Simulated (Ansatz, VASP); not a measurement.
## Ti (Titanium) in two plane-wave programs

Aim: how closely do two programs agree when they are given the same cell, functional and k mesh?

Calculated with Ansatz 0.2.0; plane waves, with VASP 6.6.1 beside it; relaxation of cell and atoms at PBE.

## Step 1: Set-up

The structure is hexagonal, space group P6_3/mmc (No. 194). Conventional cell: a = 2.950 Å, b = 2.950 Å, c = 4.686 Å, α = 90.00°, β = 90.00°, γ = 120.00°. Nearest to Ti lie 12 Ti at 2.90 to 2.95 Å.

Coordinates:

```cif
data_structure
_symmetry_space_group_name_H-M 'P 1'
_symmetry_Int_Tables_number 1
_cell_length_a 2.9500
_cell_length_b 2.9500
_cell_length_c 4.6860
_cell_angle_alpha 90.000
_cell_angle_beta 90.000
_cell_angle_gamma 120.000
_cell_volume 35.32
loop_
_atom_site_label
_atom_site_type_symbol
_atom_site_fract_x
_atom_site_fract_y
_atom_site_fract_z
_atom_site_occupancy
Ti1 Ti 0.33333 0.66667 0.25000 1
Ti2 Ti 0.66667 0.33333 0.75000 1
```

## Step 2: VASP: relaxation of cell and atoms, PBE

The relaxed volume is the usual yardstick between codes: its relative difference is about their pressure difference at one cell divided by the bulk modulus.

Lines of VASP's logs that name or quote its potential files are left out, and so is its time.

Contents of INCAR:

```
SYSTEM = Ti
PREC = Accurate
ENCUT = 520
EDIFF = 1E-06
NELM = 100
ISMEAR = -1
SIGMA = 0.05
LREAL = .FALSE.
ALGO = Normal
GGA = PE
NBANDS = 18
LASPH = .TRUE.
LORBIT = 11
LWAVE = .FALSE.
LCHARG = .FALSE.
KPAR = 2
IBRION = 2
NSW = 60
ISIF = 3
EDIFFG = -0.01
```

Contents of POSCAR:

```
Ti
1.0
    2.9500000000      0.0000000000      0.0000000000
   -1.4750000000      2.5547749412      0.0000000000
    0.0000000000      0.0000000000      4.6860000000
Ti
2
Direct
    0.3333333333      0.6666666667      0.2500000000
    0.6666666667      0.3333333333      0.7500000000
```

Contents of KPOINTS:

```
Automatic mesh
0
Gamma
9 9 5
0 0 0
```

The projector-augmented-wave data sets are Ti_sv (PBE family, release 64).

Started as:

```
> mpirun -np 2 vasp_std
```

Numbers of over 12 decimals in the logs are rounded to 6 here.

The program printed:

```text
[banner, memory and clock lines left out]
running    2 mpi-ranks, on    1 nodes
 distrk:  each k-point on    1 cores,    2 groups
 distr:  one band on    1 cores,    1 groups

 POSCAR found type information on POSCAR Ti
 POSCAR found :  1 types and       2 ions
 LDA part: xc-table for (Slater+PW92), standard interpolation
 POSCAR, INCAR and KPOINTS ok, starting setup
 FFT: planning ... GRIDC
 FFT: planning ... GRID_SOFT
 FFT: planning ... GRID
 WAVECAR not read
 entering main loop
       N       E                     dE             d eps       ncg     rms          rms(c)
DAV:   1     0.261597959545E+03    0.26160E+03   -0.13128E+04  1296   0.166E+03
DAV:   2     0.125813990813E+02   -0.24902E+03   -0.24590E+03  1324   0.459E+02
DAV:   3    -0.165411509567E+02   -0.29123E+02   -0.28861E+02  2450   0.129E+02
DAV:   4    -0.177473181085E+02   -0.12062E+01   -0.12056E+01  1482   0.277E+01
DAV:   5    -0.178131831835E+02   -0.65865E-01   -0.65853E-01  2040   0.449E+00    0.117E+01
DAV:   6    -0.156723757539E+02    0.21408E+01   -0.81136E+00  1530   0.295E+01    0.289E+00
DAV:   7    -0.156602526464E+02    0.12123E-01   -0.75702E-01  1948   0.657E+00    0.204E+00
DAV:   8    -0.156867090389E+02   -0.26456E-01   -0.21444E-01  1500   0.552E+00    0.693E-01
DAV:   9    -0.156776689606E+02    0.90401E-02   -0.52906E-02  1554   0.235E+00    0.646E-02
DAV:  10    -0.156779081526E+02   -0.23919E-03   -0.24553E-03  1878   0.349E-01    0.885E-02
DAV:  11    -0.156779682236E+02   -0.60071E-04   -0.21364E-04  1588   0.106E-01    0.328E-02
DAV:  12    -0.156779577317E+02    0.10492E-04   -0.37172E-05  1640   0.507E-02    0.561E-03
DAV:  13    -0.156779596237E+02   -0.18920E-05   -0.71774E-07   932   0.899E-03    0.169E-03
DAV:  14    -0.156779604023E+02   -0.77865E-06   -0.30081E-07   734   0.510E-03
   1 F= -.15677960E+02 E0= -.15670050E+02  d E =-.156780E+02
[...]
2 F= -.15680148E+02 E0= -.15672831E+02  d E =-.218792E-02
[...]
3 F= -.15682300E+02 E0= -.15674769E+02  d E =-.433980E-02
[...]
4 F= -.15682297E+02 E0= -.15674773E+02  d E =-.433670E-02
[...]
5 F= -.15682378E+02 E0= -.15674897E+02  d E =-.808135E-04
 trial-energy change:   -0.000081  1 .order   -0.000077   -0.000118   -0.000036
 step:   1.3248(harm=  1.3248)  dis= 0.00000  next Energy=   -15.682382 (dE=-0.849E-04)
 bond charge predicted
       N       E                     dE             d eps       ncg     rms          rms(c)
DAV:   1    -0.156824700310E+02   -0.92340E-04   -0.43474E-03  1400   0.915E-01    0.686E-02
DAV:   2    -0.156824100757E+02    0.59955E-04   -0.27910E-04  1296   0.186E-01    0.338E-02
DAV:   3    -0.156823892671E+02    0.20809E-04   -0.70395E-05  1760   0.785E-02    0.504E-03
DAV:   4    -0.156823893928E+02   -0.12573E-06   -0.63135E-06  1316   0.332E-02
   6 F= -.15682389E+02 E0= -.15674923E+02  d E =-.922886E-04
 curvature:  -0.68 expect dE=-0.140E-04 dE for cont linesearch -0.206E-05
 trial: gam=-0.08802 g(F)=  0.482E-47 g(S)=  0.205E-04 ort = 0.200E-04 (trialstep = 0.100E+01)
 search vector abs. value=  0.180E-04
 reached required accuracy - stopping structural energy minimisation
```

OUTCAR, selected parts (step 2):

```text
ion  position               nearest neighbor table
   1  0.333  0.667  0.250-   2 2.90   2 2.90   2 2.90   2 2.90   2 2.90   2 2.90
   2  0.667  0.333  0.750-   1 2.90   1 2.90   1 2.90   1 2.90   1 2.90   1 2.90

  LATTYP: Found a hexagonal cell.
 ALAT       =     2.9500000000
 C/A-ratio  =     1.5884745763

 Subroutine GETGRP returns: Found 24 space group operations
 (whereof 12 operations were pure point group operations)

The static configuration has the point symmetry D_3d.
 The point group associated with its full space group is D_6h.

 Found     36 irreducible k-points:

   k-points           NKPTS =     36   k-points in BZ     NKDIM =     36   number of bands    NBANDS=     18

   dimension x,y,z NGX =    24 NGY =   24 NGZ =   36
   dimension x,y,z NGXF=    48 NGYF=   48 NGZF=   72

   ENCUT  =  520.0 eV  38.22 Ry    6.18 a.u.   5.49  5.49  8.71*2*pi/ulx,y,z

   NELECT =      24.0000    total number of electrons

 k-points in reciprocal lattice and weights: Automatic mesh
   0.00000000  0.00000000  0.00000000       0.002
   0.11111111  0.00000000  0.00000000       0.015
   0.22222222  0.00000000  0.00000000       0.015
   0.33333333  0.00000000  0.00000000       0.015
   0.44444444  0.00000000  0.00000000       0.015
   0.11111111  0.11111111  0.00000000       0.015
   0.22222222  0.11111111  0.00000000       0.030
   0.33333333  0.11111111  0.00000000       0.030
   0.44444444  0.11111111  0.00000000       0.015
[...]
0.33333333  0.22222222  0.40000000       0.059
   0.33333333  0.33333333  0.40000000       0.010

 average (electrostatic) potential at core
       1 -72.4302       2 -72.4302

 E-fermi :   8.3733

 k-point     1 :       0.0000    0.0000    0.0000
  band No.  band energies     occupation
    ...
      6     -24.3743      2.00000
      7     -24.3326      2.00000
      8     -24.3326      2.00000
      9       2.1436      2.00000
     10       5.6680      2.00000
     11       9.1387      0.00000
     12       9.1387      0.00000
     13       9.1586      0.00000
     14       9.2639      0.00000
     15       9.6430      0.00000
    ...

 k-point     2 :       0.1111    0.0000    0.0000
  band No.  band energies     occupation
    ...
      6     -24.3889      2.00000
      7     -24.3861      2.00000
      8     -24.3397      2.00000
      9       2.4874      2.00000
     10       5.9325      2.00000
     11       8.5701      0.03828
     12       8.6653      0.00580
     13       9.3809      0.00000
     14       9.4528      0.00000
     15       9.6373      0.00000
    ...

 k-point     3 :       0.2222    0.0000    0.0000
  band No.  band energies     occupation
    ...
      8     -24.3596      2.00000
      9       3.4388      2.00000
     10       6.5001      2.00000
     11       7.6481      2.00000
     12       8.0519      1.99677
     13       9.1345      0.00000
     14       9.4151      0.00000
     15       9.4992      0.00000
     16      10.0524      0.00000
     17      10.1748      0.00000
    ...

  Total        0.0196406      0.0196406      0.0089535      0.0000000      0.0000000      0.0000000
  in kB        0.9079935      0.9079935      0.4139230      0.0000000      0.0000000      0.0000000
  external PRESSURE =       0.7433033 kB  Pullay stress =       0.0000000 kB

  energy-cutoff  :      520.00
  volume of cell :       34.66
      direct lattice vectors                 reciprocal lattice vectors
     2.936865301 -0.000000000  0.000000000     0.340499103  0.196587249  0.000000000
    -1.468432651  2.543399959 -0.000000000     0.000000000  0.393174497  0.000000000
     0.000000000 -0.000000000  4.639632780     0.000000000  0.000000000  0.215534299

 POSITION                                       TOTAL-FORCE (eV/Angst)
 -----------------------------------------------------------------------------------
     -0.00000      1.69560      1.15991         0.000000     -0.000000      0.000000
      1.46843      0.84780      3.47972        -0.000000      0.000000      0.000000
 -----------------------------------------------------------------------------------
    total drift:                               -0.000000      0.000000     -0.000000

  FREE ENERGIE OF THE ION-ELECTRON SYSTEM (eV)
  ---------------------------------------------------
  free  energy   TOTEN  =       -15.6823893928 eV

  energy  without entropy=      -15.6674562115  energy(sigma->0) =      -15.67492280

 reached required accuracy - stopping structural energy minimisation

 total charge
# of ion       s       p       d       tot
------------------------------------------
    1        2.250   6.121   1.883  10.253
    2        2.250   6.121   1.883  10.253
--------------------------------------------------
tot          4.500  12.242   3.765  20.507

[... 3 further parts left out ...]
```

The run keeps the 24 symmetry operations of its start, so it cannot find a distortion of lower symmetry.

## Step 3: Ansatz: relaxation of cell and atoms, PBE

Ansatz runs on its default PAW (the set named soft_2) files.

The same cell, functional, mesh and smearing now go to Ansatz, which takes its cutoff from its data sets.

Contents of input.yaml:

```yaml
crystal:
  lattice:
    - [2.95, 0.0, 0.0]
    - [-1.475, 2.5547749412, 0.0]
    - [0.0, 0.0, 4.686]
  atoms:
    - { symbol: Ti, position: [0.3333333333, 0.6666666667, 0.25] }
    - { symbol: Ti, position: [0.6666666667, 0.3333333333, 0.75] }
hamiltonian:
  xc: pbe
  pseudopotentials: { kind: paw }
kpoints:
  mp_grid: { grid: [9, 9, 5] }
scf:
  occupations: { method: fermi_dirac, width: 0.05 }
relax:
  f_tol: 0.01
  max_steps: 60
  cell: { stress_tol: 0.05 }
output:
  forces: true
  stress: true
```

Started as:

```
> ansatz run input.yaml --threads 4 --pin off --max-ram 9216MiB --backend cpu --events-out ev --progress --plain --runs-dir out
```

The program printed:

```text
Engine: ansatz 0.2.0, aarch64-unknown-linux-gnu
Pseudopotentials: kind: paw
Pseudopotential: Ti, paw, valence charge 12, recommended cutoff 420 eV (normal), Ti.paw.azcp
Functional definition: PBE
  parameter kappa = 0.804
  parameter beta = 0.066725
  exchange = pbe_x(kappa = kappa, mu = beta*pi^2/3)
  correlation = pbe_c(beta = beta)
Crystal: 2 atoms, lattice volume = 35.316 Å³
Basis set: ecut = 420 eV, 687 PW (Γ), exchange–correlation on 40×40×64 points (8 copies of the dense FFT grid, shifted against one another)
Bands: 16, of which v1, the nominal top of the filled ones, is band 12 counted from 1 (11 counted from 0)
Symmetry: 24 space group operations
Space group: P63/mmc (ITA 194), of the structure as read, at distance tolerance 3.3e-5 Å
k-points: 36 of 405
Non-local potential: Ti, projectors of the file, l = 0: 3, l = 1: 2, l = 2: 3, l = 3: 1
PAW form: soft (Blöchl's): semilocal exchange-correlation on the pseudo side does not see the compensation charge
PAW one-centre angular grid: Ti, 590 points (default); XC on 64 Gauss nodes
Initial density: superposition of atomic densities (neutral atoms: chi_scale 0, normalization atom), corrected by the library's trained network
Initial wavefunctions: pseudopotential atomic-orbital guess
Functional: x = pbe(κ = 0.804, μ = 0.219515), c = pbe(β = 0.066725)
SCF iter   1: F=—  HF=-4999.341287 eV  |F-HF|=—  |Δ(HF+E_count)|=         —  Δρ=5.20e-3  dr2=4.49e-3  ethr=1.77e-3  ⟨swp⟩=4.1  Hψ=2351  notcnv=0
preconditioner: auto → none  [metal: Δε(μ)=0.081 eV  Ē_g=2.799 eV  σ=0.050 eV  W_gap=0.38  n_scr=8 (ndim 8)  ℏωp=17.7 eV  f_vac=0.000  D(μ)=1.67/eV (n_scr^D=22)  sad-step TF]
SCF iter   2: F=—  HF=-4999.340211 eV  |F-HF|=—  |Δ(HF+E_count)|=   1.08e-3  Δρ=2.51e-3  dr2=1.12e-3  ethr=1.87e-5  ⟨swp⟩=1.0  Hψ=864  notcnv=0
SCF iter   3: F=—  HF=-4999.340314 eV  |F-HF|=—  |Δ(HF+E_count)|=   1.03e-4  Δρ=3.45e-4  dr2=1.60e-5  ethr=4.67e-6  ⟨swp⟩=2.8  Hψ=989  notcnv=0
SCF iter   4: F=—  HF=-4999.340348 eV  |F-HF|=—  |Δ(HF+E_count)|=   3.45e-5  Δρ=7.74e-5  dr2=1.77e-6  ethr=6.66e-8  ⟨swp⟩=2.6  Hψ=989  notcnv=0
iter 5 did not close the SCF: its close was put off for the readings that it lacked (scf_convergence_deferred on its scf_iter line)
SCF iter   5: F=-4999.340348 eV  HF=-4999.340348 eV  |F-HF|=1.74e-10  |Δ(HF+E_count)|=   5.87e-7  Δρ=9.64e-6  dr2=1.99e-8  ethr=7.35e-9  ⟨swp⟩=2.5  Hψ=962  notcnv=0
SCF iter   6: F=-4999.340348 eV  HF=-4999.340348 eV  |F-HF|=1.07e-10  |Δ(HF+E_count)|=   4.45e-9  Δρ=1.18e-6  dr2=3.16e-10  ethr=8.30e-11  ⟨swp⟩=1.9  Hψ=1734  notcnv=0
SCF 1 converged in 6 iterations: F = -4999.340348 eV  dr2 = 3.16e-10
  greatest PAW one-centre occupation: 0.999 electrons in one spin orbital (limit 2), on the Ti atom at site 1 (counted from 0), in its partial waves of l = 0
relax step   1: F+E_penalty+E_count = -4999.34034756 eV  Δ(F+E_penalty+E_count) = +0.000e0 eV  max|allowed force component| = 4.256e-16 eV/Å  Δτ_max = 0.0000 Å  P = -1.751 GPa  Ω = 35.316 Å³  (6 SCF iters, dr2 threshold 1.00e-7 eV, accepted)
[...]
relax step   2: F+E_penalty+E_count = -4999.33907567 eV  Δ(F+E_penalty+E_count) = +1.272e-3 eV  max|allowed force component| = 1.480e-16 eV/Å  Δτ_max = 0.0000 Å  P = +2.302 GPa  Ω = 34.074 Å³  energy of the carried Pulay correction = +1.106e-4 eV  (6 SCF iters, dr2 threshold 2.00e-7 eV, rejected (line search))
[...]
relax step   3: F+E_penalty+E_count = -4999.34379461 eV  Δ(F+E_penalty+E_count) = -3.447e-3 eV  max|allowed force component| = 5.551e-17 eV/Å  Δτ_max = 0.0000 Å  P = -0.159 GPa  Ω = 34.805 Å³  energy of the carried Pulay correction = +4.532e-5 eV  (6 SCF iters, accepted)
[...]
relax step   4: F+E_penalty+E_count = -4999.34385055 eV  Δ(F+E_penalty+E_count) = -5.594e-5 eV  max|allowed force component| = 2.683e-16 eV/Å  Δτ_max = 0.0000 Å  P = +0.015 GPa  Ω = 34.752 Å³  energy of the carried Pulay correction = +5.012e-5 eV  (6 SCF iters, dr2 threshold 2.00e-7 eV, accepted)
[...]
relax step   5: F+E_penalty+E_count = -4999.34379517 eV  Δ(F+E_penalty+E_count) = +5.538e-5 eV  max|allowed force component| = 2.961e-16 eV/Å  Δτ_max = 0.0000 Å  P = +0.017 GPa  Ω = 34.752 Å³  stress off target by 2.97e-2 GPa  SCF on the basis re-selected at this cell (its energy is not comparable with the rows above)  (6 SCF iters)
basis re-selected at this cell: Δ(F+E_penalty+E_count) = +5.538e-5 eV, ΔP = +0.003 GPa vs the last step (what re-selecting the basis moved, of the pressure what is left beyond the Pulay correction that the steps carried, after the strain that the cell walked since its last selection, with what the two solves' SCF thresholds leave and, on support functions, any second-order correction that the steps lacked; it is no m [...]
SCF converged after 6 iterations
Free energy (F): -4999.343795 eV
Harris-Foulkes:  -4999.343795 eV  (|F-HF|=9.09e-13)
Internal energy: -4999.328867 eV  (E = F + TS)
E sigma→0 (E₀):  -4999.336331 eV
Entropy (-TS):   -0.014928 eV (-7.464 meV/atom)
Fermi energy:    13.387495 eV
--- Per-component energies (eV) ---
  E_band       = -315.038774
  E_kinetic    = 544.720782
  E_local      = -1626.310878  (includes V_loc(G=0)·N_el)
  E_nonlocal   = 16.087146
  E_hartree    = 668.020895
  E_xc         = -194.938579
  E_vxc        = -243.878327  (∫ρ·V_xc dr)
  E_paw        = -2095.123473  (= ΣΔE_a)
  E_vpaw       = -341.699522  (= ΣTr[D̂ρ^β])
  E_aug_tail   = 0.000231  (compensation charges beyond the density's cutoff)
  E_ewald      = -2311.784991
  E_smearing   = -0.014928  (= −TS)
  E_closure    = -0.000000  (closes the sum)
  Σ components = -4999.343795   (vs F -4999.343795, Δ=0.00e0)
--- Forces (eV/Å), atoms counted from 1 ---
  atom   1  Ti     0.00000000    -0.00000000     0.00000000
  atom   2  Ti     0.00000000     0.00000000     0.00000000
  max |Σ_I F_I| component: 3.70e-17 eV/Å
--- Stress (GPa, compression-positive) ---
        0.029665      -0.000000       0.000000
        0.000000       0.029665       0.000000
        0.000000       0.000000      -0.007367
  P = ⅓ Tr σ = 0.0173 GPa (0.173 kbar)
--- Relaxed structure (4 steps of the walk, 3 accepted, 1 SCFs on fresh bases) ---
  F+E_penalty+E_count = -4999.34379517 eV   max|allowed force component| = 2.961e-16 eV/Å   (the final SCF, on the basis selected at the relaxed cell)
  cell:  # Å, volume = 34.7523 Å³
    - [2.939687, 0.0, 0.0]
    - [-1.469843, 2.545843, 0.0]
    - [0.0, 0.0, 4.643562]
  atoms:
    - { symbol: Ti, position: [0.333333, 0.666667, 0.250000] }
    - { symbol: Ti, position: [0.666667, 0.333333, 0.750000] }
```

Run time: 1.5 s. Hardware: 4 threads of Arm Neoverse V2, shared host; peak memory 0.33 GiB; 4.8 s of CPU time.

## Step 4: Differences

Known differences besides the potentials themselves: both relaxations stop at a tolerance, which leaves soft axes loose, and VASP keeps its plane-wave basis; the cutoff is 420 eV in Ansatz and 520 eV in VASP; Ansatz adds a Pulay correction to the stress that steers its cell, VASP none. Total energies have different zeros and are not compared.

Both answers:

```
                                         quantity  Ansatz   VASP  difference
                                      volume (Å³)   34.75  34.66     +0.28 %
edge a after relaxation, in the typed setting (Å)   2.940  2.937     +0.10 %
edge c after relaxation, in the typed setting (Å)   4.644  4.640     +0.09 %
```

The walks stopped with 0.02 GPa left in Ansatz and 0.07 GPa in VASP; each walk ends within a tolerance, so the volume difference is uncertain by about these residues over the bulk modulus, most in soft cells.

## Step 5: What came out

- difference in volume (relaxation of cell and atoms, PBE): 0.28 %

What this shows: The difference in volume is 0.28 % (relaxation of cell and atoms, PBE), within the 1.2 % picked in this series as the mark of a large difference, as far as the stopping tolerances let one tell. How closely two codes agree says nothing of how well the functional describes the real material.

[Lines on the potential files, build, host, timing and source positions are cut from VASP's logs without a mark.]

[Logs are printed without paths, hosts, clocks, repeated set-up lines and the standing remarks that a program may print on its own settings, such as how far it seeks lower states.]

[Hosts, paths, dates, database ids (printed as entryN), source tags and the programs' standing remarks are cut or masked in the printed files.]
